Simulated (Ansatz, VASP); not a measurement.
## Mo: VASP beside Ansatz

Wanted: the spread between two codes on one cell, functional and k mesh.

Program: Ansatz 0.2.0. Level of theory: plane waves, with VASP 6.6.1 beside it; single point at LDA. Results are calculated unless marked as measured.

**1. The structure**

The structure is cubic, space group Im-3m (No. 229). Conventional cell: a = 3.147 Å, b = 3.147 Å, c = 3.147 Å, α = 90.00°, β = 90.00°, γ = 90.00°. Mo has 8 Mo at 2.73 Å nearest.

Structure file:

```xyz
1
Lattice="-1.5734 1.5734 1.5734 1.5734 -1.5734 1.5734 1.5734 1.5734 -1.5734" Properties=species:S:1:pos:R:3 pbc="T T T"
Mo    0.0000    0.0000    0.0000
```

**2. VASP: single point, LDA**

A single point gives forces, pressure and levels at one fixed geometry, so differences don't come from the geometry; what else differs is listed under the comparison.

Lines of VASP's logs that name or quote its potential files are left out, and so is its time.

INCAR

```
SYSTEM = Mo
PREC = Accurate
ENCUT = 400
EDIFF = 1E-06
NELM = 100
ISMEAR = 1
SIGMA = 0.1
LREAL = .FALSE.
ALGO = Normal
GGA = CA
NBANDS = 13
LORBIT = 11
LWAVE = .FALSE.
LCHARG = .FALSE.
KPAR = 2
ISIF = 2
```

POSCAR

```
Mo
1.0
   -1.5734150000      1.5734150000      1.5734150000
    1.5734150000     -1.5734150000      1.5734150000
    1.5734150000      1.5734150000     -1.5734150000
Mo
1
Direct
    0.0000000000      0.0000000000      0.0000000000
```

KPOINTS

```
Automatic mesh
0
Gamma
9 9 9
0 0 0
```

PAW data sets: Mo_sv (PBE family, release 64).

Launch:

```
$ mpirun -np 2 vasp_std
```

Numbers of over 12 decimals in the logs are rounded to 6 here.

What it wrote:

```text
[banner, memory and clock lines left out]
running    2 mpi-ranks, on    1 nodes
 distrk:  each k-point on    1 cores,    2 groups
 distr:  one band on    1 cores,    1 groups

 POSCAR found type information on POSCAR Mo
 POSCAR found :  1 types and       1 ions
|                                                                             |
|               ----> ADVICE to this user running VASP <----                  |
|                                                                             |
|     You enforced a specific xc type in the INCAR file but a different       |
|     [... a line on the potential file left out ...]
|     I HOPE YOU KNOW WHAT YOU ARE DOING!                                     |
|                                                                             |

 LDA part: xc-table for (Slater(with rela. corr.)+CA(PZ))
 , standard interpolation
 POSCAR, INCAR and KPOINTS ok, starting setup
 FFT: planning ... GRIDC
 FFT: planning ... GRID_SOFT
 FFT: planning ... GRID
 WAVECAR not read
 entering main loop
       N       E                     dE             d eps       ncg     rms          rms(c)
DAV:   1     0.690507725161E+02    0.69051E+02   -0.67466E+03   936   0.899E+02
DAV:   2    -0.121460873675E+02   -0.81197E+02   -0.78671E+02  1065   0.269E+02
DAV:   3    -0.130192895796E+02   -0.87320E+00   -0.87089E+00  1015   0.275E+01
DAV:   4    -0.130210576099E+02   -0.17680E-02   -0.17680E-02  1020   0.153E+00
DAV:   5    -0.130210670780E+02   -0.94681E-05   -0.94684E-05  1025   0.982E-02    0.167E+01
DAV:   6    -0.123016297009E+02    0.71944E+00   -0.85970E-01   950   0.112E+01    0.422E+00
DAV:   7    -0.122029783873E+02    0.98651E-01   -0.14229E-01  1000   0.429E+00    0.966E-01
DAV:   8    -0.121952148314E+02    0.77636E-02   -0.46159E-03   945   0.839E-01    0.301E-01
DAV:   9    -0.121952118684E+02    0.29631E-05   -0.15146E-04  1010   0.149E-01    0.121E-01
DAV:  10    -0.121952188824E+02   -0.70140E-05   -0.62833E-06   995   0.242E-02    0.120E-02
DAV:  11    -0.121952189024E+02   -0.19971E-07   -0.97466E-08   490   0.354E-03
   1 F= -.12195219E+02 E0= -.12194918E+02  d E =-.902443E-03
```

OUTCAR, selected parts (step 2):

```text
ion  position               nearest neighbor table
   1  0.000  0.000  0.000-

  LATTYP: Found a body centered cubic cell.
 ALAT       =     3.1468300000

 Subroutine GETGRP returns: Found 48 space group operations
 (whereof 48 operations were pure point group operations)

The static configuration has the point symmetry O_h .

 Found     35 irreducible k-points:

   k-points           NKPTS =     35   k-points in BZ     NKDIM =     35   number of bands    NBANDS=     13

   dimension x,y,z NGX =    18 NGY =   18 NGZ =   18
   dimension x,y,z NGXF=    36 NGYF=   36 NGZF=   36

   ENCUT  =  400.0 eV  29.40 Ry    5.42 a.u.   4.44  4.44  4.44*2*pi/ulx,y,z

   NELECT =      14.0000    total number of electrons

 k-points in reciprocal lattice and weights: Automatic mesh
   0.00000000  0.00000000  0.00000000       0.001
   0.11111111  0.00000000  0.00000000       0.016
   0.22222222  0.00000000  0.00000000       0.016
   0.33333333  0.00000000  0.00000000       0.016
   0.44444444  0.00000000  0.00000000       0.016
   0.11111111  0.11111111  0.00000000       0.033
   0.22222222  0.11111111 -0.00000000       0.066
   0.33333333  0.11111111 -0.00000000       0.066
   0.44444444  0.11111111  0.00000000       0.033
[...]
-0.44444444 -0.44444444  0.33333333       0.011
  -0.44444444  0.44444444  0.44444444       0.008

 average (electrostatic) potential at core
       1 -68.9384

 E-fermi :  12.3202

 k-point     1 :       0.0000    0.0000    0.0000
  band No.  band energies     occupation
    ...
      4     -21.9772      2.00000
      5       5.1488      2.00000
      6      11.0004      2.00000
      7      11.0004      2.00000
      8      11.0004      2.00000
      9      14.0202     -0.00000
     10      14.0202     -0.00000
     11      27.2533      0.00000
     12      27.2533      0.00000
     13      27.2533      0.00000

 k-point     2 :       0.1111    0.0000    0.0000
  band No.  band energies     occupation
    ...
      4     -21.9778      2.00000
      5       5.6815      2.00000
      6      10.7059      2.00000
      7      10.9352      2.00000
      8      11.5141      2.00000
      9      13.6473     -0.00000
     10      14.0336     -0.00000
     11      27.6113      0.00000
     12      28.1647      0.00000
     13      28.2264      0.00000

 k-point     3 :       0.2222    0.0000    0.0000
  band No.  band energies     occupation
    ...
      3     -22.1695      2.00000
      4     -21.9810      2.00000
      5       6.8757      2.00000
      6      10.0395      2.00000
      7      10.7540      2.00000
      8      12.9656     -0.00000
      9      13.4352     -0.00000
     10      14.1341     -0.00000
     11      27.5636      0.00000
     12      28.9818      0.00000
    ...

  Total       -0.8861706     -0.8861706     -0.8861706     -0.0000000     -0.0000000      0.0000000
  in kB      -91.1251098    -91.1251098    -91.1251098     -0.0000000     -0.0000000      0.0000000
  external PRESSURE =     -91.1251098 kB  Pullay stress =       0.0000000 kB

  energy-cutoff  :      400.00
  volume of cell :       15.58
      direct lattice vectors                 reciprocal lattice vectors
    -1.573415000  1.573415000  1.573415000     0.000000000  0.317780115  0.317780115
     1.573415000 -1.573415000  1.573415000     0.317780115  0.000000000  0.317780115
     1.573415000  1.573415000 -1.573415000     0.317780115  0.317780115  0.000000000

 POSITION                                       TOTAL-FORCE (eV/Angst)
 -----------------------------------------------------------------------------------
      0.00000      0.00000      0.00000        -0.000000     -0.000000     -0.000000
 -----------------------------------------------------------------------------------
    total drift:                                0.000000      0.000000      0.000000

  FREE ENERGIE OF THE ION-ELECTRON SYSTEM (eV)
  ---------------------------------------------------
  free  energy   TOTEN  =       -12.1952189024 eV

  energy  without entropy=      -12.1943164597  energy(sigma->0) =      -12.19491809

 total charge
# of ion       s       p       d       tot
------------------------------------------
    1        2.388   6.205   3.936  12.530

[... 3 further parts left out ...]
```

The PAW data sets were made with PBE, though LDA sets exist; this is a small mismatch.

**3. Ansatz: single point, LDA**

Ansatz runs on its default PAW (the set named soft_2) files.

The same cell, functional (in two slightly different forms), mesh and smearing now go to Ansatz, which takes its cutoff from its data sets.

input.yaml

```yaml
crystal:
  lattice:
    - [-1.573415, 1.573415, 1.573415]
    - [1.573415, -1.573415, 1.573415]
    - [1.573415, 1.573415, -1.573415]
  atoms:
    - { symbol: Mo, position: [0.0, 0.0, 0.0] }
hamiltonian:
  xc: lda
  pseudopotentials: { kind: paw }
kpoints:
  mp_grid: { grid: [9, 9, 9] }
scf:
  occupations: { method: methfessel_paxton, width: 0.1 }
  n_extra_bands: 4
output:
  forces: true
  stress: true
  eigenvalues: true
```

Launch:

```
$ ansatz run input.yaml --threads 2 --pin off --max-ram 4608MiB --backend cpu --events-out ev --progress --plain --runs-dir out
```

What it wrote:

```text
scf.n_extra_bands = 4 over 7 filled bands (N_el = 14.0): the run solves 11 bands
Engine: ansatz 0.2.0, aarch64-unknown-linux-gnu
Pseudopotentials: kind: paw
Pseudopotential: Mo, paw, valence charge 14, recommended cutoff 420 eV (normal), Mo.paw.azcp
Functional definition: SPW92
  exchange = slater_x
  correlation = pw_c
Crystal: 1 atoms, lattice volume = 15.581 Å³
Basis set: ecut = 420 eV, 321 PW (Γ)
Bands: 11, of which v1, the nominal top of the filled ones, is band 7 counted from 1 (6 counted from 0)
Symmetry: 48 space group operations
Space group: Im-3m (ITA 229), of the structure as read, at distance tolerance 2.5e-5 Å
k-points: 35 of 729
Non-local potential: Mo, projectors of the file, l = 0: 3, l = 1: 2, l = 2: 2, l = 3: 1
PAW form: soft (Blöchl's): semilocal exchange-correlation on the pseudo side does not see the compensation charge
PAW frozen core: Mo, regenerated for the run's functional, and the local potential with it (the file was generated under x = pbe(κ = 0.804, μ = 0.219515), c = pbe(β = 0.066725))
PAW one-centre angular grid: Mo, 590 points (default); XC on 64 Gauss nodes
Initial density: superposition of atomic densities (neutral atoms: chi_scale 0, normalization atom), corrected by the library's trained network
Initial wavefunctions: pseudopotential atomic-orbital guess
Functional: x = slater, c = lda
SCF iter   1: F=—  HF=-4842.860832 eV  |F-HF|=—  |Δ(HF+E_count)|=         —  Δρ=8.15e-3  dr2=2.70e-3  ethr=1.77e-3  ⟨swp⟩=5.0  Hψ=2241  notcnv=0
preconditioner: auto → none  [insulator: Δε(μ)=0.077 eV  Ē_g=8.356 eV  σ=0.100 eV  W_gap=0.55  n_scr=0 (ndim 8)  ℏωp=23.0 eV  f_vac=0.000  D(μ)=1.01/eV (n_scr^D=12)  ε∞_Penn≈8.6]
SCF iter   2: F=—  HF=-4842.860215 eV  |F-HF|=—  |Δ(HF+E_count)|=   6.18e-4  S|Δr|=    0.00e0  Δρ=3.95e-3  dr2=5.53e-4  ethr=1.93e-5  ⟨swp⟩=1.7  Hψ=722  notcnv=0
SCF iter   3: F=—  HF=-4842.860126 eV  |F-HF|=—  |Δ(HF+E_count)|=   8.90e-5  S|Δr|=    0.00e0  Δρ=6.26e-4  dr2=4.34e-5  ethr=3.95e-6  ⟨swp⟩=2.2  Hψ=622  notcnv=0
SCF iter   4: F=—  HF=-4842.860109 eV  |F-HF|=—  |Δ(HF+E_count)|=   1.71e-5  S|Δr|=    0.00e0  Δρ=9.93e-5  dr2=5.95e-7  ethr=3.10e-7  ⟨swp⟩=2.5  Hψ=579  notcnv=0
SCF iter   5: F=—  HF=-4842.860109 eV  |F-HF|=—  |Δ(HF+E_count)|=   4.16e-8  S|Δr|=    0.00e0  Δρ=4.81e-5  dr2=1.55e-7  ethr=7.14e-10  ⟨swp⟩=5.5  Hψ=1911  notcnv=0
SCF iter   6: F=-4842.860108 eV  HF=-4842.860108 eV  |F-HF|=1.10e-8  |Δ(HF+E_count)|=   6.65e-8  S|Δr|=    0.00e0  Δρ=1.49e-5  dr2=1.36e-8  ethr=7.14e-10  ⟨swp⟩=4.0  Hψ=1191  notcnv=0
SCF 1 converged in 6 iterations: F = -4842.860108 eV  dr2 = 1.36e-8
  greatest PAW one-centre occupation: 0.999 electrons in one spin orbital (limit 2), on the Mo atom at site 0 (counted from 0), in its partial waves of l = 0
SCF converged after 6 iterations
Stability not checked: this state was not tested for a lower state beside it, because cold or Methfessel-Paxton smearing, or corrected tetrahedra, fill the levels in a way that the test cannot read (fill_not_monotonic; see scf.lower_state_search)
Free energy (F): -4842.860108 eV
Harris-Foulkes:  -4842.860108 eV  (|F-HF|=1.10e-8)
Internal energy: -4842.859145 eV  (E = F + TS)
E sigma→0 (E₀):  -4842.859868 eV
Entropy (-TS):   -0.000963 eV (-0.963 meV/atom)
Fermi energy:    20.830706 eV
--- Per-component energies (eV) ---
  E_band       = -57.156661
  E_kinetic    = 441.203332
  E_local      = -786.815787  (includes V_loc(G=0)·N_el)
  E_nonlocal   = 147.608483
  E_hartree    = 258.465362
  E_xc         = -182.481280
  E_vxc        = -228.736501  (∫ρ·V_xc dr)
  E_paw        = -3089.333314  (= ΣΔE_a)
  E_vpaw       = -147.344134  (= ΣTr[D̂ρ^β])
  E_aug_tail   = 0.000028  (compensation charges beyond the density's cutoff)
  E_ewald      = -1631.978787
  E_core_change = 0.472816  (= ΣΔE_core)
  E_smearing   = -0.000963  (= −TS)
  E_closure    = -0.000000  (closes the sum)
  Σ components = -4842.860108   (vs F -4842.860108, Δ=0.00e0)
--- Forces (eV/Å), atoms counted from 1 ---
  atom   1  Mo    -0.00000000     0.00000000     0.00000000
  max |Σ_I F_I| component: 3.90e-32 eV/Å
--- Stress (GPa, compression-positive) ---
       -9.627916       0.000000      -0.000000
       -0.000000      -9.627916      -0.000000
        0.000000       0.000000      -9.627916
  P = ⅓ Tr σ = -9.6279 GPa (-96.279 kbar)
--- Band table (eV; the first three rows and the last of 35) ---
  k-point 0: bands = [... 3 lower, -13.5563, 13.6409, 19.5131, 19.5131, 19.5131, 22.5256, 22.5256, 35.6249]
  k-point 1: bands = [... 3 lower, -13.5576, 14.1725, 19.2197, 19.4483, 20.0256, 22.1548, 22.5392, 35.9777]
  k-point 2: bands = [... 3 lower, -13.5611, 15.3689, 18.5559, 19.2640, 21.4740, 21.9427, 22.6402, 35.9463]
  k-point 34: bands = [... 3 lower, -14.5076, 15.5656, 15.6587, 24.1820, 24.1820, 24.6770, 29.2153, 30.9745]
```

Elapsed: 0.33 s, on 2 threads of Arm Neoverse V2, shared host; peak memory 0.24 GiB; 0.5 s of CPU time.

The run ends at a pressure of -9.63 GPa.

**4. Side by side**

Known differences besides the potentials themselves: the two LDA forms differ slightly; the cutoff is 420 eV in Ansatz and 400 eV in VASP; Ansatz makes its cores anew for this functional, VASP keeps those of its PBE data sets; VASP's log shows a relativistic correction to its local exchange, Ansatz's none. Total energies have different zeros and are not compared.

Compared:

```csv
quantity,Ansatz,VASP,difference
pressure (GPa),-9.63,-9.11,-0.52
```

**5. Outcome**

```json
{"difference in pressure (single point, LDA)": "-0.52 GPa"}
```

In words: The difference in pressure is -0.52 GPa (single point, LDA), within the 1 GPa picked in this series as the mark of a large difference. How closely two codes agree says nothing of how well the functional describes the real material.

[Lines on the potential files, build, host, timing and source positions are cut from VASP's logs without a mark.]

[Logs are printed without paths, hosts, clocks, repeated set-up lines and the standing remarks that a program may print on its own settings, such as how far it seeks lower states.]

[Hosts, paths, dates, database ids (printed as entryN), source tags and the programs' standing remarks are cut or masked in the printed files.]

[VASP's PBE data sets in a run with another functional are called a small mismatch above; for pressures it isn't always small: they can move by 1 GPa and more.]
